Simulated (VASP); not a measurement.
# CuGe23 (a cell with a defect) in VASP: single point with PBEsol

Aim: the single point of CuGe23 (a cell with a defect) with PBEsol.

All numbers are computed with VASP 6.6.1; they aren't measurements. Logs are shortened: lines on timing, memory, paths and dates and some standing lists are left out, and cuts for length are marked.

## (1) Starting point

The cell holds a defect, 24 atoms: a = 12.001 Å, b = 8.001 Å, c = 8.001 Å, α = 60.00°, β = 60.00°, γ = 60.00°.

## (2) Single point, PBEsol, collinear spin, ferromagnetic start

INCAR reads:

```
SYSTEM = CuGe23
PREC = Accurate ; ENCUT = 350
EDIFF = 1E-5 ; ISMEAR = 0
SIGMA = 0.03 ; LREAL = Auto
LASPH = .True. ; NELM = 120
ALGO = Normal ; ISIF = 2
LWAVE = .False. ; LCHARG = .False.
ISPIN = 2 ; MAGMOM = 3 0 0 0 0 0 0 0 0 0 0 0 0 0 0 0 0 0 0 0 0 0 0 0
LORBIT = 11 ; NUPDOWN = 3
LMAXMIX = 4 ; GGA = PS
NBANDS = 188 ; ISYM = 0
KPAR = 2
```

KPOINTS reads:

```
regular mesh
0
Gamma
  2 2 2
  0 0 0
```

POSCAR reads:

```
CuGe23                                  
1.0
    0.0000000000      8.4863100000      8.4863100000
    5.6575400000      0.0000000000      5.6575400000
    5.6575400000      5.6575400000      0.0000000000
  Cu              Ge            
     1    23
Direct
     0.9997845806103637    0.0004641225729317    0.9981968130540594
     0.0006844431560808    0.0023887146969546    0.4953456694322084
     0.0011871055331935    0.4979780686574852    0.0017106155070032
     0.0016794340678711    0.4958068289107706    0.4964752163893178
     0.3289508089723974    0.0009779625105509    0.0028907142349665
     0.3284108972601560    0.0027256521864391    0.4999144740828792
     0.3283422678112448    0.5011966154689039    0.0045477622885648
     0.3308684968183000    0.5000952882276103    0.5035282754013516
     0.6674923687298370    0.0011213710172493    0.0004758771919635
     0.6654810512181369    0.9993401320503220    0.4964987280654549
     0.6664321067913790    0.4961755743133834    0.0032404523177432
     0.6657628383247175    0.4983038022503877    0.5019659925187966
     0.0780414097847093    0.1212290941692507    0.1187124291665520
     0.0784952113336991    0.1189594100338623    0.6395126297024195
     0.0784100835183859    0.6415792311844494    0.1198582186673836
     0.0815216713526208    0.6254492205903607    0.6248586554496308
     0.4170396716220903    0.1251596042060675    0.1238159004004928
     0.4158477495525828    0.1224115056141790    0.6258618631698238
     0.4168060030905295    0.6238407227079283    0.1260219680577576
     0.4174258384274236    0.6255048745911775    0.6273673072880589
     0.7599287808026758    0.1193391031386339    0.1195805517345420
     0.7512993211153516    0.1202813186665932    0.6243587681984368
     0.7517430075268715    0.6248845362601951    0.1239434103808893
     0.7525298525793799    0.6223932459743343    0.6261697072997041
```

Potentials or basis: VASP PAW PBE potentials, release 64 (Cu, Ge_d).

The run is started by

```sh
> cat potpaw_PBE.64/Cu/POTCAR potpaw_PBE.64/Ge_d/POTCAR > POTCAR
> mpirun -np 4 vasp_std > vasp.out
```

OUTCAR:

```text
SYSTEM = CuGe23
   PREC = Accurate
   ENCUT = 350
   EDIFF = 1E-5
   ISMEAR = 0
   LREAL = Auto
   LASPH = .True.
   NELM = 120
   ISIF = 2
   ISPIN = 2
   LORBIT = 11
   NUPDOWN = 3
   GGA = PS
   ISYM = 0

 ion  position               nearest neighbor table
   1  1.000  0.000  0.998-  13 2.34  14 2.34  15 2.34  21 2.35
   2  0.001  0.002  0.495-  22 2.44  16 2.46  13 2.46  14 2.47
   3  0.001  0.498  0.002-  23 2.44  16 2.46  13 2.46  15 2.47
   4  0.002  0.496  0.496-  24 2.44  15 2.46  14 2.46  16 2.47
   5  0.329  0.001  0.003-  13 2.46  18 2.46  19 2.46  17 2.46
   6  0.328  0.003  0.500-  14 2.45  17 2.46  18 2.46  20 2.47
[... 16 lines left out ...]
  23  0.752  0.625  0.124-   3 2.44   9 2.46  11 2.47  12 2.47
  24  0.753  0.622  0.626-   4 2.44  10 2.46  11 2.46  12 2.47

IMPORTANT INFORMATION: All symmetrisations will be switched off!
NOSYMM: (Re-)initialisation of all symmetry stuff for point group C_1.

----------------------------------------------------------------------------------------

                                     Primitive cell

  volume of cell :     543.2555

  direct lattice vectors                    reciprocal lattice vectors
     0.000000000  8.486310000  8.486310000    -0.058918423  0.058918423  0.058918423
     5.657540000  0.000000000  5.657540000     0.088377634 -0.088377634  0.088377634
     5.657540000  5.657540000  0.000000000     0.088377634  0.088377634 -0.088377634

  length of vectors
    12.001454697  8.000969798  8.000969798     0.102049702  0.153074553  0.153074553

  position of ions in fractional coordinates (direct lattice)
     0.999784581  0.000464123  0.998196813
     0.000684443  0.002388715  0.495345669
     0.001187106  0.497978069  0.001710616
     0.001679434  0.495806829  0.496475216
     0.328950809  0.000977963  0.002890714
     0.328410897  0.002725652  0.499914474
[... 16 lines left out ...]
     0.751743008  0.624884536  0.123943410
     0.752529853  0.622393246  0.626169707

  ion indices of the primitive-cell ions
   primitive index   ion index
                 1           1
                 2           2
                 3           3
                 4           4
                 5           5
                 6           6
[... 16 lines left out ...]
                23          23
                24          24

----------------------------------------------------------------------------------------

 KPOINTS: regular mesh

Automatic generation of k-mesh.
 Grid dimensions read from file:
 generate k-points for:    2    2    2

 Generating k-lattice:

  Cartesian coordinates                     Fractional coordinates (reciprocal lattice)
    -0.029459211  0.029459211  0.029459211     0.500000000  0.000000000  0.000000000
     0.044188817 -0.044188817  0.044188817     0.000000000  0.500000000  0.000000000
     0.044188817  0.044188817 -0.044188817     0.000000000  0.000000000  0.500000000

  Length of vectors
     0.051024851  0.076537276  0.076537276

  Shift w.r.t. Gamma in fractional coordinates (k-lattice)
     0.000000000  0.000000000  0.000000000

 Subroutine IBZKPT returns following result:
 ===========================================

 Found      8 irreducible k-points:

 Following reciprocal coordinates:
            Coordinates               Weight
  0.000000  0.000000  0.000000      1.000000
  0.500000  0.000000  0.000000      1.000000
  0.000000  0.500000  0.000000      1.000000
  0.000000  0.000000  0.500000      1.000000
  0.500000  0.000000  0.500000      1.000000
  0.500000  0.500000  0.000000      1.000000
  0.000000  0.500000  0.500000      1.000000
  0.500000  0.500000  0.500000      1.000000
   k-points           NKPTS =      8   k-points in BZ     NKDIM =      8   number of bands    NBANDS=    188
   number of dos      NEDOS =    301   number of ions     NIONS =     24
   total plane-waves  NPLWV = 200000
   dimension x,y,z NGX =    80 NGY =   50 NGZ =   50
   dimension x,y,z NGXF=   160 NGYF=  100 NGZF=  100
   ions per type =               1  23
   NGX,Y,Z   is equivalent  to a cutoff of  11.08, 10.39, 10.39 a.u.
   NGXF,Y,Z  is equivalent  to a cutoff of  22.16, 20.78, 20.78 a.u.
 SYSTEM =  CuGe23
   PREC   = accura    normal or accurate (medium, high low for compatibility)
   ISTART =      0    job   : 0-new  1-cont  2-samecut
   ICHARG =      2    charge: 1-file 2-atom 10-const
   ISPIN  =      2    spin polarized calculation?
   LNONCOLLINEAR =      F non collinear calculations
   LSORBIT =      F    spin-orbit coupling
   LASPH  =      T    aspherical Exc in radial PAW
   ENCUT  =  350.0 eV  25.72 Ry    5.07 a.u.  18.31 12.20 12.20*2*pi/ulx,y,z
   NELM   =    120;   NELMIN=  2; NELMDL= -5     # of ELM steps
   EDIFF  = 0.1E-04   stopping-criterion for ELM
   LREAL  =      T    real-space projection
   EDIFFG = 0.1E-03   stopping-criterion for IOM
   NSW    =      0    number of steps for IOM
   IBRION =     -1    ionic relax: 0-MD 1-quasi-New 2-CG
   NFREE  =      0    steps in history (QN), initial steepest desc. (CG)
   ISIF   =      2    stress and relaxation
   ISYM   =      0    0-nonsym 1-usesym 2-fastsym
   POTIM  = 0.5000    time-step for ionic-motion
   TEBEG  =    0.0;   TEEND  =   0.0 temperature during run
   PSTRESS=    0.0 pullay stress
   NELECT =     333.0000    total number of electrons
   NUPDOWN=       3.0000    fix difference up-down
   EMIN   =  10.00;   EMAX   =-10.00  energy-range for DOS
   EFERMI =   0.00;   METHOD = LEGACY
   ISMEAR =     0;   SIGMA  =   0.03  broadening in eV -4-tet -1-fermi 0-gaus
   EFERMI_NEDOS =   21; number of points for ismear=-14 and -15
   IALGO  =     38    algorithm
   IMIX   =      4    mixing-type and parameters
     AMIX     =   0.40;   BMIX     =  1.00
     AMIX_MAG =   1.60;   BMIX_MAG =  1.00
  volume/ion in A,a.u.               =      22.64       152.75
  Fermi-wavevector in a.u.,A,eV,Ry     =   1.390662  2.627970 26.312854  1.933940
  Thomas-Fermi vector in A             =   2.514575
   LORBIT       =     11    0 simple, 1 ext, 2 COOP (PROOUT), +10 PAW based schemes
   GGA     = PS    functional components
   LHFCALC =     F    Hartree Fock is set to
   AEXX    =    0.0000 exact exchange contribution
   IVDW    =     0    specifies the selected vdW correction
   LEPSILON=     F    determine dielectric tensor
   LRPA    =     F    only Hartree local field effects (RPA)
 spin polarized calculation
 Gauss-broadening in eV      SIGMA  =   0.03
  energy-cutoff  :      350.00
  volume of cell :      543.26
 maximum number of plane-waves:      8100
 NGX is ok and might be reduce to    80
   NGX = 37   NGY = 25   NGZ = 25

 number of electron     332.9999958 magnetization       3.0000000

 Free energy of the ion-electron system (eV)
  ---------------------------------------------------
  ext. energy  EPLUGINS =         0.00000000
  ---------------------------------------------------
  free energy    TOTEN  =      -114.58063899 eV

  energy without entropy =     -114.57655856  energy(sigma->0) =     -114.57859878

 E-fermi :   3.9755     XC(G=0): -10.1041

 val. band max:        5.0192010382   @ k =   0.0000   0.0000   0.0000
 cond. band min:       4.0279013374   @ k =   0.0000   0.5000   0.0000
 fundamental gap:     -0.9912997008
 Fermi energy:         5.0243777124

 spin component 1

 k-point     1 :       0.0000    0.0000    0.0000
  band No.  band energies     occupation
      1     -20.1017      1.00000
      2     -20.0971      1.00000
      3     -20.0950      1.00000
      4     -20.0930      1.00000
      5     -20.0894      1.00000
      6     -20.0828      1.00000
[... 1437 lines left out ...]
    177       6.8855      0.00000
    178       7.5026      0.00000
 Fermi energy:         3.9754766051

 spin component 2

 k-point     1 :       0.0000    0.0000    0.0000
  band No.  band energies     occupation
      1     -20.0875      1.00000
      2     -20.0822      1.00000
      3     -20.0795      1.00000
      4     -20.0759      1.00000
      5     -20.0735      1.00000
      6     -20.0677      1.00000
[... 1437 lines left out ...]
    177       6.9912      0.00000
    178       7.6025      0.00000
 [bands above 178 left out]

------------------------ aborting loop because EDIFF is reached ----------------------------------------

  FORCE on cell =-STRESS in cart. coord.  units (eV):
  Direction    XX          YY          ZZ          XY          YZ          ZX
  --------------------------------------------------------------------------------------
  -------------------------------------------------------------------------------------
  Total        2.4798296      2.4056224      2.3898669      0.3069786     -0.6393856      0.2254009
  in kB        7.3135505      7.0946975      7.0482311      0.9053458     -1.8856854      0.6647558
  external PRESSURE =       7.1521597 kB  Pullay stress =       0.0000000 kB

 VOLUME and BASIS-vectors are now :
 -----------------------------------------------------------------------------
  energy-cutoff  :      350.00
  volume of cell :      543.26
      direct lattice vectors                 reciprocal lattice vectors
     0.000000000  8.486310000  8.486310000    -0.058918423  0.058918423  0.058918423
     5.657540000  0.000000000  5.657540000     0.088377634 -0.088377634  0.088377634
     5.657540000  5.657540000  0.000000000     0.088377634  0.088377634 -0.088377634

 POSITION                                       TOTAL-FORCE (eV/Angst)
 -----------------------------------------------------------------------------------
      5.64996     14.13182      8.48711        -0.003252      0.012711      0.006394
      2.81595      2.80825      0.01932         0.004068      0.020786     -0.004621
      2.82701      0.01975      2.82740         0.001089      0.000422      0.006766
      5.61388      2.82308      2.81930         0.005926      0.002217      0.002375
      0.02189      2.80793      2.79711         0.001051      0.001870      0.014942
      2.84371      5.61528      2.80242        -0.004899      0.013240      0.000257
[... 16 lines left out ...]
      4.23652      7.08074      9.91483        -0.003514     -0.014853     -0.007602
      7.06379      9.92878      9.90742         0.005285     -0.009877      0.004378
 -----------------------------------------------------------------------------------
    total drift:                               -0.003814      0.002691     -0.001848

  FREE ENERGIE OF THE ION-ELECTRON SYSTEM (eV)
  ---------------------------------------------------
  free  energy   TOTEN  =      -114.5806389937 eV

  energy  without entropy=     -114.5765585565  energy(sigma->0) =     -114.57859878

 total charge

# of ion       s       p       d       tot
------------------------------------------
    1        0.509   0.416   9.136  10.061
    2        1.138   1.236  10.020  12.393
    3        1.138   1.235  10.020  12.393
    4        1.137   1.236  10.020  12.393
    5        1.134   1.238  10.020  12.391
    6        1.136   1.244  10.020  12.399
[... 16 lines left out ...]
   23        1.132   1.246  10.020  12.398
   24        1.135   1.243  10.019  12.398
--------------------------------------------------
tot         26.676  28.824 239.601 295.101

 magnetization (x)

# of ion       s       p       d       tot
------------------------------------------
    1        0.001   0.111   0.112   0.224
    2        0.010   0.048   0.005   0.063
    3        0.010   0.047   0.005   0.063
    4        0.008   0.047   0.005   0.060
    5        0.006   0.061   0.005   0.072
    6        0.016   0.042   0.006   0.064
[... 16 lines left out ...]
   23        0.013   0.037   0.004   0.054
   24        0.016   0.041   0.005   0.061
--------------------------------------------------
tot          0.296   1.390   0.232   1.919
```

Run time: 8.8 min. Hardware: 4 MPI ranks of Intel Xeon 6975P-C (Granite Rapids), shared host; peak memory 0.59 GiB.

What came out:

```yaml
Free_energy: -114.5806 eV
Largest_force: 0.024 eV/Å
Net_moment: 3.00 μB per cell
Site_moments: Cu +0.22; Ge +0.06, +0.07, +0.13, +0.04, +0.08, +0.15, +0.05 μB
Valence_electrons_inside_the_program's_atomic_spheres: Cu 10.06; Ge 12.39, 12.40, 12.38
```

Forces in eV/Å, atoms in the order of the input:
```
Cu  -0.003  0.013  0.006
Ge   0.004  0.021 -0.005
Ge   0.001  0.000  0.007
Ge   0.006  0.002  0.002
Ge   0.001  0.002  0.015
Ge  -0.005  0.013  0.000
Ge  -0.023  0.001  0.006
Ge  -0.017 -0.016 -0.005
Ge  -0.008  0.008 -0.004
Ge   0.018  0.012  0.011
Ge  -0.004 -0.016 -0.002
Ge  -0.012 -0.001  0.012
Ge   0.003 -0.006 -0.022
Ge   0.012 -0.003 -0.004
Ge   0.001 -0.002 -0.006
Ge  -0.004  0.007  0.001
Ge   0.007  0.009 -0.012
Ge   0.010 -0.001  0.001
Ge   0.011 -0.018 -0.001
Ge  -0.013 -0.012 -0.008
Ge  -0.006  0.012  0.003
Ge   0.019 -0.001  0.005
Ge  -0.004 -0.015 -0.008
Ge   0.005 -0.010  0.004
```

Caveat: the k mesh is coarse (spacing up to 0.48 Å⁻¹), so the values aren't converged; the cutoff is under 1.25 times the usual one of these potentials, so pressure, stress and relaxed cells hold a basis-set (Pulay) error; the PAW data sets were made with another functional, which shifts forces and pressure a little; the total moment is fixed, so each spin has its own Fermi level.
